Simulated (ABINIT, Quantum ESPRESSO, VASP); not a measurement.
# One calculation of HfRu3, 3 ways

```
Hf Ru
1.0
     3.95577    0.00000    0.00000
     0.00000    3.95577    0.00000
     0.00000    0.00000    3.95577
Hf Ru
1 3
Direct
  0.00698 0.99827 0.99402
  0.00255 0.49865 0.50829
  0.49645 0.01814 0.49778
  0.50579 0.49674 0.00568
```

The cell comes from a database or a generator and needn't be the stable form of this composition.

Atoms were shifted at random by some hundredths of an Å from the given cell, which wasn't relaxed again for these runs.

Alike in all runs: task single point; functional PBE; k mesh 7 × 7 × 7; occupations fermi-dirac, width 0.05 eV; no spin polarisation; no spin-orbit coupling. Pressure is positive in compression and, in plane waves, holds the error of the finite cutoff.

```json
{"program and potentials": "Quantum ESPRESSO, SSSP 1.3 efficiency PBE", "plane-wave cutoff (eV)": "816", "notes": "15 valence electrons an atom on average", "pressure (GPa)": "-0.90", "largest force (eV/Å)": "0.491", "energy over the undisturbed cell (meV/atom)": "7.49"}
{"program and potentials": "VASP, PBE PAW files Hf_pv, Ru_pv, 520 eV", "plane-wave cutoff (eV)": "520", "notes": "13 valence electrons an atom on average", "pressure (GPa)": "-1.43", "largest force (eV/Å)": "0.487", "energy over the undisturbed cell (meV/atom)": "-"}
{"program and potentials": "ABINIT, JTH PAW PBE v2.0", "plane-wave cutoff (eV)": "517", "notes": "15 valence electrons an atom on average", "pressure (GPa)": "-1.18", "largest force (eV/Å)": "0.487", "energy over the undisturbed cell (meV/atom)": "7.41"}
```

Force on atom 3 (Ru), eV/Å:

```csv
program and potentials,x,y,z
"Quantum ESPRESSO, SSSP 1.3 efficiency PBE",0.319,-0.372,0.029
"VASP, PBE PAW files Hf_pv, Ru_pv, 520 eV",0.315,-0.370,0.031
"ABINIT, JTH PAW PBE v2.0",0.316,-0.370,0.030
```

The pressure spans -1.43 (VASP, PBE PAW files Hf_pv, Ru_pv, 520 eV) to -0.90 GPa (Quantum ESPRESSO, SSSP 1.3 efficiency PBE).

The functional is the same throughout but for its coding, so the spread measures potentials, basis and numerics; runs on potential files found faulty are left out.
